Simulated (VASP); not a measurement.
# VASP 6.6.1 run: BaTlBr3

INCAR

```
PREC = Accurate
NBANDS = 30
LWAVE = .FALSE.
IBRION = -1
ISIF = 2
EDIFF = 1E-7
ENCUT = 520
SIGMA = 0.02
LREAL = .FALSE.
NELM = 88
LCHARG = .FALSE.
ISMEAR = -1
LASPH = .TRUE.
GGA = PE
NSW = 0
```

KPOINTS

```
KPOINTS created by Atomic Simulation Environment
0
Gamma
1 1 1
0 0 0
```

POSCAR

```
Tl Ba Br
 1.0000000000000000
     6.2293863488553747    0.0000000000000000   -0.0000000000000000
    -0.0000000000000000    6.2293863488553747   -0.0000000000000000
    -0.0000000000000000   -0.0000000000000000    6.2293863488553747
 Tl  Ba  Br
   1   1   3
Cartesian
  0.0000000000000000  0.0000000000000000  0.0000000000000000
  3.1146931744276873  3.1146931744276873  3.1146931744276873
  3.1146931744276873  3.1146931744276873 -0.0000000000000000
  3.1146931744276873  0.0000000000000000  3.1146931744276873
 -0.0000000000000000  3.1146931744276873  3.1146931744276873
```

The recommended PBE PAW datasets give the neutral cell 44 valence electrons.

Command

```
mpirun -np 1 vasp_std
```

Q: Predict the outcome of this run.

A: It converged. Results: gap between bands v and c on the k mesh 4.09 eV; least direct gap on the k mesh 4.09 eV; pressure 5.1 GPa. Band v is the last that the valence electrons fill when counted band by band, and c is the next.

OSZICAR

```
N       E                     dE             d eps       ncg     rms          rms(c)
DAV:   1     0.309057419876E+03    0.30906E+03   -0.18376E+04    60   0.120E+03
DAV:   2     0.138888140775E+02   -0.29517E+03   -0.28831E+03    82   0.231E+02
DAV:   3    -0.141665251627E+02   -0.28055E+02   -0.27938E+02    80   0.749E+01
DAV:   4    -0.149108355847E+02   -0.74431E+00   -0.74351E+00    68   0.103E+01
DAV:   5    -0.149305816540E+02   -0.19746E-01   -0.19737E-01    88   0.166E+00    0.471E+00
DAV:   6    -0.134401931130E+02    0.14904E+01   -0.18945E+00    66   0.460E+00    0.287E+00
DAV:   7    -0.130262035549E+02    0.41399E+00   -0.10314E+00    66   0.362E+00    0.150E+00
DAV:   8    -0.130048083919E+02    0.21395E-01   -0.98924E-02    72   0.160E+00    0.338E-01
DAV:   9    -0.130031654837E+02    0.16429E-02   -0.87544E-03    80   0.391E-01    0.288E-01
DAV:  10    -0.130035837665E+02   -0.41828E-03   -0.26409E-03    72   0.263E-01    0.566E-02
DAV:  11    -0.130034682404E+02    0.11553E-03   -0.62372E-04    96   0.857E-02    0.360E-02
DAV:  12    -0.130034864529E+02   -0.18212E-04   -0.33726E-05    72   0.284E-02    0.848E-03
DAV:  13    -0.130034879313E+02   -0.14784E-05   -0.10398E-05    72   0.144E-02    0.667E-03
DAV:  14    -0.130034880035E+02   -0.72239E-07   -0.68195E-07    66   0.347E-03
   1 F= -.13003488E+02 E0= -.13003488E+02  d E =-.308607E-11
```

These settings aren't sound, so the numbers aren't properties of the crystal.

On sound settings PBE gives a gap of 2.98 eV on its mesh and a pressure of 0.6 GPa for the intended cell.
